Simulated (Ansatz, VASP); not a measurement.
## SnTe (SnTe (Fm-3m)): VASP beside Ansatz

Aim: how closely do two programs agree when they are given the same cell, functional and k mesh? The cell is taken from a series of runs on this material, whose earlier steps may have relaxed, scaled, displaced or heated it; both programs get it as it stands.

Program: Ansatz 0.2.0. Level of theory: plane waves, with VASP 6.6.1 beside it; relaxation of cell and atoms at r2SCAN. Results are calculated unless marked as measured.

### 1. The starting structure

Symmetry: Fm-3m, No. 225, cubic system. Conventional cell: a = 6.372 Å, b = 6.372 Å, c = 6.372 Å, α = 90.00°, β = 90.00°, γ = 90.00°. Nearest to Sn lie 6 Te at 3.19 Å. Nearest to Te lie 6 Sn at 3.19 Å. Farther neighbours and most contacts between anions are not listed.

As a file:

```cif
data_structure
_symmetry_space_group_name_H-M 'P 1'
_symmetry_Int_Tables_number 1
_cell_length_a 4.5054
_cell_length_b 4.5054
_cell_length_c 4.5054
_cell_angle_alpha 60.000
_cell_angle_beta 60.000
_cell_angle_gamma 60.000
_cell_volume 64.67
loop_
_atom_site_label
_atom_site_type_symbol
_atom_site_fract_x
_atom_site_fract_y
_atom_site_fract_z
_atom_site_occupancy
Sn1 Sn 0.00000 0.00000 0.00000 1
Te2 Te 0.50000 0.50000 0.50000 1
```

### 2. VASP: relaxation of cell and atoms, r2SCAN

The relaxed volume is the usual yardstick between codes: in a stiff, nearly cubic crystal its relative difference is about their pressure difference at one cell divided by the bulk modulus.

Lines of VASP's logs that name or quote its potential files are left out, and so is its time.

Contents of INCAR:

```
SYSTEM = SnTe
PREC = Accurate
ENCUT = 550
EDIFF = 1E-07
NELM = 120
ISMEAR = -1
SIGMA = 0.05
LREAL = .FALSE.
ALGO = Normal
METAGGA = R2SCAN
LASPH = .TRUE.
NBANDS = 16
LORBIT = 11
LWAVE = .FALSE.
LCHARG = .FALSE.
ISIF = 3
IBRION = 2
NSW = 80
EDIFFG = -0.005
GGA_COMPAT = .FALSE.
NELMIN = 4
EFERMI = MIDGAP
LMIXTAU = .TRUE.
```

Contents of POSCAR:

```
SnTe
1.0
    0.0000000000      3.1858130000      3.1858130000
    3.1858130000      0.0000000000      3.1858130000
    3.1858130000      3.1858130000      0.0000000000
Sn Te
1 1
Direct
    0.0000000000      0.0000000000      0.0000000000
    0.5000000000      0.5000000000      0.5000000000
```

Contents of KPOINTS:

```
Automatic mesh
0
Gamma
11 11 11
0 0 0
```

The projector-augmented-wave data sets are Sn_d and Te (PBE family, release 64).

Started as:

```
> mpirun -np 1 vasp_std
```

Numbers of over 12 decimals in the logs are rounded to 6 here.

Output:

```text
[banner, memory and clock lines left out]
running    1 mpi-ranks, on    1 nodes
 distrk:  each k-point on    1 cores,    1 groups
 distr:  one band on    1 cores,    1 groups

 POSCAR found type information on POSCAR SnTe
 POSCAR found :  2 types and       2 ions
|                                                                             |
|               ----> ADVICE to this user running VASP <----                  |
|                                                                             |
|     You enforced a specific xc type in the INCAR file but a different       |
|     [... a line on the potential file left out ...]
|     I HOPE YOU KNOW WHAT YOU ARE DOING!                                     |
|                                                                             |

 LDA part: xc-table for (None), standard interpolation
 POSCAR, INCAR and KPOINTS ok, starting setup
 FFT: planning ... GRIDC
 FFT: planning ... GRID_SOFT
 FFT: planning ... GRID
 WAVECAR not read
 entering main loop
       N       E                     dE             d eps       ncg     rms          rms(c)
DAV:   1     0.843417648706E+02    0.84342E+02   -0.10139E+04  1808   0.151E+03
DAV:   2    -0.425272001086E+02   -0.12687E+03   -0.12441E+03  1904   0.368E+02
DAV:   3    -0.534989074536E+02   -0.10972E+02   -0.10822E+02  2312   0.937E+01
DAV:   4    -0.537850357160E+02   -0.28613E+00   -0.28608E+00  2096   0.164E+01
DAV:   5    -0.537975466805E+02   -0.12511E-01   -0.12511E-01  2752   0.321E+00    0.429E+00
DAV:   6    -0.506061658906E+02    0.31914E+01   -0.88348E-01  2216   0.141E+01    0.330E+00
DAV:   7    -0.505140662063E+02    0.92100E-01   -0.76152E-01  1920   0.816E+00    0.101E+00
DAV:   8    -0.506398832579E+02   -0.12582E+00   -0.60980E-01  1800   0.543E+00    0.490E-01
DAV:   9    -0.506698282980E+02   -0.29945E-01   -0.21839E-02  2296   0.104E+00    0.503E-01
DAV:  10    -0.506591697792E+02    0.10659E-01   -0.50052E-03  2008   0.446E-01    0.663E-01
DAV:  11    -0.506878370163E+02   -0.28667E-01   -0.95359E-02  1888   0.194E+00    0.151E-01
DAV:  12    -0.506897241492E+02   -0.18871E-02   -0.47686E-03  2104   0.464E-01    0.137E-01
DAV:  13    -0.506878187956E+02    0.19054E-02   -0.13962E-03  2160   0.280E-01    0.301E-01
DAV:  14    -0.506901340847E+02   -0.23153E-02   -0.48263E-03  1856   0.588E-01    0.195E-02
DAV:  15    -0.506902267837E+02   -0.92699E-04   -0.18901E-04  2352   0.938E-02    0.350E-02
DAV:  16    -0.506902277215E+02   -0.93778E-06   -0.26081E-06  2376   0.136E-02    0.370E-02
DAV:  17    -0.506902374162E+02   -0.96947E-05   -0.45839E-06  2096   0.249E-02    0.258E-02
DAV:  18    -0.506902449430E+02   -0.75268E-05   -0.37804E-05  2120   0.709E-02    0.897E-03
DAV:  19    -0.506902443668E+02    0.57620E-06   -0.24234E-06  2008   0.171E-02    0.858E-03
DAV:  20    -0.506902451813E+02   -0.81453E-06   -0.18396E-07  1904   0.522E-03    0.507E-03
DAV:  21    -0.506902454149E+02   -0.23362E-06   -0.17954E-07  1536   0.394E-03    0.195E-03
DAV:  22    -0.506902457357E+02   -0.32079E-06   -0.32399E-08  1120   0.223E-03    0.886E-04
DAV:  23    -0.506902456413E+02    0.94381E-07   -0.10127E-08  1032   0.106E-03
   1 F= -.50690246E+02 E0= -.50690186E+02  d E =-.506902E+02
 curvature:   0.00 expect dE= 0.000E+00 dE for cont linesearch  0.000E+00
 trial: gam= 0.00000 g(F)=  0.106E-60 g(S)=  0.152E-04 ort = 0.000E+00 (trialstep = 0.100E+01)
 search vector abs. value=  0.152E-04
 bond charge predicted
       N       E                     dE             d eps       ncg     rms          rms(c)
DAV:   1    -0.506904189476E+02   -0.17321E-03   -0.38143E-03  2248   0.921E-01    0.765E-02
DAV:   2    -0.506902828442E+02    0.13610E-03   -0.23112E-04  2272   0.229E-01    0.332E-02
DAV:   3    -0.506902490629E+02    0.33781E-04   -0.95189E-05  2640   0.147E-01    0.687E-03
DAV:   4    -0.506902514320E+02   -0.23690E-05   -0.95654E-06  1920   0.296E-02    0.339E-03
DAV:   5    -0.506902518498E+02   -0.41784E-06   -0.42419E-06  1864   0.187E-02    0.198E-03
DAV:   6    -0.506902528675E+02   -0.10177E-05   -0.27598E-06  1896   0.134E-02    0.168E-03
DAV:   7    -0.506902531906E+02   -0.32312E-06   -0.60932E-07  1904   0.718E-03    0.377E-04
DAV:   8    -0.506902531151E+02    0.75508E-07   -0.32070E-07  1912   0.553E-03
   2 F= -.50690253E+02 E0= -.50690193E+02  d E =-.747378E-05
 trial-energy change:   -0.000007  1 .order   -0.000006   -0.000015    0.000003
 step:   0.8747(harm=  0.8189)  dis= 0.00000  next Energy=   -50.690253 (dE=-0.768E-05)
 reached required accuracy - stopping structural energy minimisation
```

OUTCAR, selected parts (step 2):

```text
ion  position               nearest neighbor table
   1  0.000  0.000  0.000-   2 3.19   2 3.19   2 3.19   2 3.19   2 3.19   2 3.19
   2  0.500  0.500  0.500-   1 3.19   1 3.19   1 3.19   1 3.19   1 3.19   1 3.19

  LATTYP: Found a face centered cubic cell.
 ALAT       =     6.3716260000

 Subroutine GETGRP returns: Found 48 space group operations
 (whereof 48 operations were pure point group operations)

The static configuration has the point symmetry O_h .

 Found     56 irreducible k-points:

   k-points           NKPTS =     56   k-points in BZ     NKDIM =     56   number of bands    NBANDS=     16

   dimension x,y,z NGX =    36 NGY =   36 NGZ =   36
   dimension x,y,z NGXF=    72 NGYF=   72 NGZF=   72

   ENCUT  =  550.0 eV  40.42 Ry    6.36 a.u.   8.62  8.62  8.62*2*pi/ulx,y,z

   NELECT =      20.0000    total number of electrons

 k-points in reciprocal lattice and weights: Automatic mesh
   0.00000000  0.00000000  0.00000000       0.001
   0.09090909  0.00000000  0.00000000       0.006
   0.18181818  0.00000000  0.00000000       0.006
   0.27272727  0.00000000  0.00000000       0.006
   0.36363636  0.00000000  0.00000000       0.006
   0.45454545  0.00000000  0.00000000       0.006
   0.09090909  0.09090909  0.00000000       0.005
   0.18181818  0.09090909  0.00000000       0.018
   0.27272727  0.09090909  0.00000000       0.018
[...]
-0.36363636  0.45454545  0.18181818       0.018
  -0.27272727  0.45454545  0.18181818       0.018

 average (electrostatic) potential at core
       1-106.5992       2 -93.0775

 E-fermi :   6.6735

 k-point     1 :       0.0000    0.0000    0.0000
  band No.  band energies     occupation
    ...
      6      -6.6378      2.00000
      7       1.7465      2.00000
      8       4.2208      2.00000
      9       4.2208      2.00000
     10       4.2208      2.00000
     11       9.9846      0.00000
     12       9.9846      0.00000
     13       9.9846      0.00000
     14      11.6446      0.00000
     15      11.6446      0.00000
    ...

 k-point     2 :       0.0909    0.0000    0.0000
  band No.  band energies     occupation
    ...
      6      -6.5672      2.00000
      7       1.3077      2.00000
      8       4.2351      2.00000
      9       4.2351      2.00000
     10       4.5549      2.00000
     11       9.5787      0.00000
     12       9.5787      0.00000
     13       9.6282      0.00000
     14      11.5946      0.00000
     15      11.8188      0.00000
    ...

 k-point     3 :       0.1818    0.0000    0.0000
  band No.  band energies     occupation
    ...
      6      -6.3620      2.00000
      7       0.4066      2.00000
      8       4.2819      2.00000
      9       4.2819      2.00000
     10       5.1506      2.00000
     11       8.7784      0.00000
     12       8.7784      0.00000
     13       8.8943      0.00000
     14      11.6953      0.00000
     15      12.3091      0.00000
    ...

  Total        0.0032012      0.0032012      0.0032012      0.0000000      0.0000000      0.0000000
  in kB        0.0793949      0.0793949      0.0793949      0.0000000      0.0000000      0.0000000
  external PRESSURE =       0.0793949 kB  Pullay stress =       0.0000000 kB

  energy-cutoff  :      550.00
  volume of cell :       64.60
      direct lattice vectors                 reciprocal lattice vectors
    -0.000000000  3.184700663  3.184700663    -0.157000627  0.157000627  0.157000627
     3.184700663  0.000000000  3.184700663     0.157000627 -0.157000627  0.157000627
     3.184700663  3.184700663  0.000000000     0.157000627  0.157000627 -0.157000627

 POSITION                                       TOTAL-FORCE (eV/Angst)
 -----------------------------------------------------------------------------------
     -0.00000      3.18470      3.18470         0.000000     -0.000000      0.000000
      3.18470      3.18470      3.18470        -0.000000      0.000000     -0.000000
 -----------------------------------------------------------------------------------
    total drift:                               -0.000000     -0.000000      0.000000

  FREE ENERGIE OF THE ION-ELECTRON SYSTEM (eV)
  ---------------------------------------------------
  free  energy   TOTEN  =       -50.6902531151 eV

  energy  without entropy=      -50.6901321044  energy(sigma->0) =      -50.69019261

 reached required accuracy - stopping structural energy minimisation

 total charge
# of ion       s       p       d       tot
------------------------------------------
    1        1.349   0.730   9.978  12.058
    2        1.381   2.004   0.028   3.413
--------------------------------------------------
tot          2.730   2.734  10.006  15.470

[... 3 further parts left out ...]
```

CONTCAR:

```
SnTe
   1.00000000000000
    -0.0000000000000000    3.1847006628160117    3.1847006628160117
     3.1847006628160117    0.0000000000000000    3.1847006628160117
     3.1847006628160117    3.1847006628160117    0.0000000000000000
  Sn              Te
     1     1
Direct
     1.0000000000000000    0.0000000000000000    0.0000000000000000
     0.5000000000000000    0.5000000000000000    0.5000000000000000
```

The run keeps the 48 symmetry operations of its start, so it cannot find a distortion of lower symmetry.

(Part 1 of 2 ends here.)

[Lines on the potential files, build, host, timing and source positions are cut from VASP's logs without a mark.]

[Logs are printed without paths, hosts, clocks, repeated set-up lines and the standing remarks that a program may print on its own settings, such as how far it seeks lower states.]

[Hosts, paths, dates, database ids (printed as entryN), source tags and the programs' standing remarks are cut or masked in the printed files.]
